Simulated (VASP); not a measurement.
Input:

```xyz
2
Lattice="0.0000 3.0528 3.0528 3.0528 0.0000 3.0528 3.0528 3.0528 0.0000" Properties=species:S:1:pos:R:3 pbc="T T T"
In     0.0000     0.0000     0.0000
Te     3.0528     3.0528     3.0528
```

All values below come from LDA (Ceperley-Alder, Perdew-Zunger), VASP's LDA PAW potentials (set 64) (plane waves; VASP). Settings: 400 eV cut-off, Gaussian smearing of 0.050 eV, potentials In_d Te.

Q: Give the energies of bands 7 to 12 at the high-symmetry points, in eV from the Fermi level.

A: 
```tsv
band	Γ	X	U	L	W
7	-2.22	-5.43	-5.90	-7.19	-5.66
8	-1.66	-4.13	-4.97	-1.37	-4.58
9	-1.66	-3.37	-2.82	-1.37	-4.58
10	-1.66	-3.37	-1.49	1.06	0.37
11	5.31	2.69	4.01	1.89	2.54
12	5.31	6.98	4.79	1.89	5.29
```

It has no gap at this level: it comes out as a metal or semimetal.

The structure comes from a measured InTe entry (Fm-3m) of the Crystallography Open Database, whose conditions weren't checked. It was relaxed first. The electron count is odd and the run is not spin-polarised, which forces a metal.
